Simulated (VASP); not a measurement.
Output of a VASP run:

OUTCAR:
```
 ion  position               nearest neighbor table
   1  0.000  0.000  0.000-   2 2.59   2 2.59   2 2.59   2 2.59
   2  0.250  0.250  0.250-   1 2.59   1 2.59   1 2.59   1 2.59
  LATTYP: Found a face centered cubic cell.
 ALAT       =     5.9874000000
 Subroutine PRICEL returns:
 Original cell was already a primitive cell.
 Subroutine GETGRP returns: Found 24 space group operations
The static configuration has the point symmetry T_d .
The dynamic configuration has the point symmetry T_d .
 Subroutine INISYM returns: Found 24 space group operations
 Subroutine IBZKPT returns following result:
 Found     20 irreducible k-points:

 Following reciprocal coordinates:
            Coordinates               Weight
  0.000000  0.000000  0.000000      1.000000
  0.142857  0.000000  0.000000      8.000000
  0.285714  0.000000  0.000000      8.000000
  0.428571  0.000000  0.000000      8.000000
  0.142857  0.142857  0.000000      6.000000
  0.285714  0.142857  0.000000     24.000000
  0.428571  0.142857  0.000000     24.000000
 -0.428571  0.142857  0.000000     24.000000
 -0.285714  0.142857  0.000000     24.000000
 -0.142857  0.142857  0.000000     12.000000
  0.285714  0.285714  0.000000      6.000000
  0.428571  0.285714  0.000000     24.000000
 -0.428571  0.285714  0.000000     24.000000
 -0.285714  0.285714  0.000000     12.000000
  0.428571  0.428571  0.000000      6.000000
 -0.428571  0.428571  0.000000     12.000000
  0.428571  0.285714  0.142857     24.000000
 -0.428571  0.285714  0.142857     48.000000
 -0.428571  0.428571  0.142857     24.000000
 -0.285714  0.428571  0.142857     24.000000
   k-points           NKPTS =     20   k-points in BZ     NKDIM =     20   number of bands    NBANDS=     13
   number of dos      NEDOS =    301   number of ions     NIONS =      2
   total plane-waves  NPLWV =  13824
   dimension x,y,z NGX =    24 NGY =   24 NGZ =   24
   dimension x,y,z NGXF=    48 NGYF=   48 NGZF=   48
   ions per type =               1   1
   PREC   = normal    normal or accurate (medium, high low for compatibility)
   ISTART =      0    job   : 0-new  1-cont  2-samecut
   ICHARG =      2    charge: 1-file 2-atom 10-const
   ISPIN  =      1    spin polarized calculation?
   LNONCOLLINEAR =      F non collinear calculations
   LSORBIT =      F    spin-orbit coupling
   INIWAV =      1    electr: 0-lowe 1-rand  2-diag
   ENCUT  =  400.0 eV  29.40 Ry    5.42 a.u.   6.90  6.90  6.90*2*pi/ulx,y,z
   NELM   =    100;   NELMIN=  2; NELMDL= -5     # of ELM steps
   EDIFF  = 0.1E-05   stopping-criterion for ELM
   LREAL  =      F    real-space projection
   NLSPLINE    = F    spline interpolate recip. space projectors
   LMAXMIX     =    4 max onsite mixed and CHGCAR
   VOSKOWN=      0    Vosko Wilk Nusair interpolation
   EDIFFG = 0.1E-04   stopping-criterion for IOM
   NSW    =      0    number of steps for IOM
   NBLOCK =      1;   KBLOCK =      1    inner block; outer block
   IBRION =     -1    ionic relax: 0-MD 1-quasi-New 2-CG
   NFREE  =      0    steps in history (QN), initial steepest desc. (CG)
   ISIF   =      2    stress and relaxation
   ISYM   =      2    0-nonsym 1-usesym 2-fastsym
   TEIN   =    0.0    initial temperature
   TEBEG  =    0.0;   TEEND  =   0.0 temperature during run
   SMASS  =  -3.00    Nose mass-parameter (am)
   PSTRESS=    0.0 pullay stress
   NELECT =      18.0000    total number of electrons
   EFERMI =   0.00;   METHOD = LEGACY
   ISMEAR =     0;   SIGMA  =   0.05  broadening in eV -4-tet -1-fermi 0-gaus
   IALGO  =     38    algorithm
   LDIAG  =      T    sub-space diagonalisation (order eigenvalues)
   IMIX   =      4    mixing-type and parameters
     AMIX     =   0.40;   BMIX     =  1.00
     AMIX_MAG =   1.60;   BMIX_MAG =  1.00
     AMIN     =   0.10
   GGA     = PE    functional components
   VOSKOWN =     0    Vosko Wilk Nusair interpolation
   LHFCALC =     F    Hartree Fock is set to
   LHFONE  =     F    Hartree Fock one center treatment
...
```

OSZICAR:
```
       N       E                     dE             d eps       ncg     rms          rms(c)
DAV:   1     0.105964720020E+03    0.10596E+03   -0.74012E+03   520   0.127E+03
DAV:   2    -0.978848225369E+00   -0.10694E+03   -0.10423E+03   530   0.297E+02
DAV:   3    -0.858929633973E+01   -0.76104E+01   -0.75540E+01   685   0.868E+01
DAV:   4    -0.878993821513E+01   -0.20064E+00   -0.20051E+00   618   0.160E+01
DAV:   5    -0.879889663823E+01   -0.89584E-02   -0.89582E-02   799   0.278E+00    0.513E+00
DAV:   6    -0.842177757752E+01    0.37712E+00   -0.74930E-01   768   0.148E+01    0.317E+00
DAV:   7    -0.839984403669E+01    0.21934E-01   -0.17703E-01   723   0.343E+00    0.118E+00
DAV:   8    -0.840038757793E+01   -0.54354E-03   -0.14373E-02   636   0.170E+00    0.310E-01
DAV:   9    -0.840118343293E+01   -0.79586E-03   -0.22284E-03   651   0.669E-01    0.188E-01
DAV:  10    -0.840122883190E+01   -0.45399E-04   -0.18739E-04   680   0.119E-01    0.128E-01
DAV:  11    -0.840128727783E+01   -0.58446E-04   -0.47808E-05   600   0.505E-02    0.396E-02
DAV:  12    -0.840130142538E+01   -0.14148E-04   -0.39885E-05   618   0.105E-01    0.189E-02
DAV:  13    -0.840130166390E+01   -0.23852E-06   -0.18748E-06   517   0.137E-02
   1 F= -.84013017E+01 E0= -.84013017E+01  d E =-.601230E-09
```

File OUTCAR:
```
------------------------ aborting loop because EDIFF is reached ----------------------------------------
  FORCE on cell =-STRESS in cart. coord.  units (eV):
  Direction    XX          YY          ZZ          XY          YZ          ZX
  --------------------------------------------------------------------------------------
  Total       -0.2979322     -0.2979322     -0.2979322     -0.0000000      0.0000000     -0.0000000
  in kB       -8.8955586     -8.8955586     -8.8955586     -0.0000000      0.0000000     -0.0000000
  external PRESSURE =      -8.8955586 kB  Pullay stress =       0.0000000 kB
  volume of cell :       53.66
      direct lattice vectors                 reciprocal lattice vectors
     0.000000000  2.993700000  2.993700000    -0.167017403  0.167017403  0.167017403
     2.993700000  0.000000000  2.993700000     0.167017403 -0.167017403  0.167017403
     2.993700000  2.993700000  0.000000000     0.167017403  0.167017403 -0.167017403
  FREE ENERGIE OF THE ION-ELECTRON SYSTEM (eV)
  ---------------------------------------------------
  free  energy   TOTEN  =        -8.4013016639 eV

  energy  without entropy=       -8.4013016633  energy(sigma->0) =       -8.40130166
```
(Selected blocks of OUTCAR.)

POSCAR:
```
InP
1
    0.0000000000     2.9937000000     2.9937000000
    2.9937000000     0.0000000000     2.9937000000
    2.9937000000     2.9937000000     0.0000000000
In P
1 1
Direct
  0.0000000000   0.0000000000   0.0000000000
  0.2500000000   0.2500000000   0.2500000000
```

Problem. Reconstruct the remaining input files.

Solution. This is not unique; one that fits is the input of the run itself, PBE GGA, plane waves, VASP's PBE PAW potentials (set 64).

File KPOINTS:
```
kpoints
0
G
 7 7 7
```

### INCAR
```
! general
SYSTEM =InP
PREC   =Normal
ENCUT  =400
LREAL  =.FALSE.
LASPH  =.TRUE.

! electronic loop
EDIFF  =1E-6
NELM   =100
ALGO   =Normal
LMAXMIX=4

! smearing
ISMEAR =0
SIGMA  =0.05

! functional
GGA    =PE

! ions
ISIF   =2

! output
LWAVE  =.FALSE.
LCHARG =.FALSE.
```

POTCAR, in this order: In_d P (PBE.64 set). Program: vasp_std.

The compound is InP in the zinc blende structure. The cell was not relaxed at this level. The run is one of a series of settings (PREC = Normal against the base run), some of them coarse on purpose.
